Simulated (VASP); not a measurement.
## Ca3ZrN3: single point with PBE

Crystal: Ca3ZrN3.

```xyz
14
Lattice="4.8658 0.0000 0.0000 0.0000 4.8414 0.0000 -0.0110 0.0000 9.8007" Properties=species:S:1:pos:R:3 pbc="T T T"
Ca    2.4394    2.4252    7.3274
Ca    2.4449    2.4161    2.4270
Ca    2.4393    4.8284    9.7850
Ca    2.4448    0.0130    4.8847
Ca    0.0021    4.8333    7.3263
Ca    0.0076    0.0081    2.4260
Zr    0.1161    2.3045    9.6558
Zr    0.1216    2.5368    4.7555
N     4.8571    0.1655    0.0059
N     4.8516    4.6759    4.9062
N     4.8521    2.4101    7.5555
N     4.8576    2.4312    2.6551
N     2.2444    2.4298    0.0034
N     2.2389    2.4115    4.9038
```

The cell was built by a generator and needn't be a form met in nature.

| Quantity | Value |
| --- | --- |
| Program | VASP 6.6.1 |
| Task | single point |
| Functional | PBE |
| Potentials or basis | VASP PAW PBE potentials, release 64 (Ca_sv, Zr_sv, N) |
| Cutoff | 520 eV |
| k mesh | 6 × 6 × 4 |
| Occupations | gaussian, width 0.1 eV |
| Spin | no spin polarisation |

| Item | Value |
| --- | --- |
| Pressure | 0.0 GPa |
| Largest force | 0.017 eV/Å |
| Band gap on the k mesh | none (metal or under the smearing width) |

Forces on the atoms (eV/Å):
```
Ca  -0.002  0.000  0.003
Ca  -0.002  0.000  0.003
Ca   0.000  0.003  0.004
Ca   0.000 -0.003  0.004
Ca  -0.001  0.000  0.001
Ca  -0.001  0.000  0.001
Zr   0.012 -0.001  0.008
Zr   0.012  0.001  0.008
N    0.002  0.002 -0.006
N    0.002 -0.002 -0.006
N   -0.003  0.002 -0.001
N   -0.003 -0.002 -0.001
N   -0.009 -0.011 -0.009
N   -0.009  0.011 -0.009
```

Stress tensor (GPa, compression positive):
```
 0.04  0.00 -0.01
 0.00  0.05  0.00
-0.01  0.00 -0.04
```

Levels at points of the mesh, in eV from the Fermi level:
| k point | band 53 | band 54 | band 55 | band 56 | band 57 | band 58 | band 59 | band 60 | band 61 | band 62 |
| --- | --- | --- | --- | --- | --- | --- | --- | --- | --- | --- |
| (0.00, 0.00, 0.00) | -1.16 | -0.99 | -0.92 | -0.91 | -0.73 | -0.25 | 1.09 | 1.20 | 1.29 | 1.68 |
| (0.50, 0.00, 0.00) | -1.60 | -1.59 | -1.24 | -0.96 | -0.23 | 0.48 | 1.44 | 2.10 | 2.30 | 2.65 |
| (0.00, 0.50, 0.00) | -1.60 | -1.48 | -1.44 | -1.10 | -0.22 | 0.49 | 1.68 | 2.13 | 2.24 | 2.63 |
| (0.50, 0.50, 0.00) | -1.76 | -1.71 | -1.67 | -1.58 | 0.51 | 1.02 | 2.04 | 2.34 | 2.40 | 2.45 |
| (0.00, 0.00, 0.50) | -1.17 | -1.17 | -0.89 | -0.89 | -0.76 | -0.76 | 1.32 | 1.32 | 1.81 | 1.81 |
| (0.50, 0.00, 0.50) | -1.52 | -1.52 | -1.46 | -1.46 | 0.06 | 0.06 | 2.05 | 2.05 | 2.32 | 2.32 |
| (0.00, 0.50, 0.50) | -1.48 | -1.48 | -1.35 | -1.35 | 0.07 | 0.07 | 1.99 | 1.99 | 2.23 | 2.23 |
| (0.50, 0.50, 0.50) | -1.71 | -1.71 | -1.63 | -1.63 | 0.73 | 0.73 | 2.22 | 2.22 | 2.52 | 2.52 |

Run time: 3.6 min on 8 MPI ranks on AMD EPYC 7R13 Processor (Zen 3), with other jobs on the host, peak memory 0.77 GiB a rank.
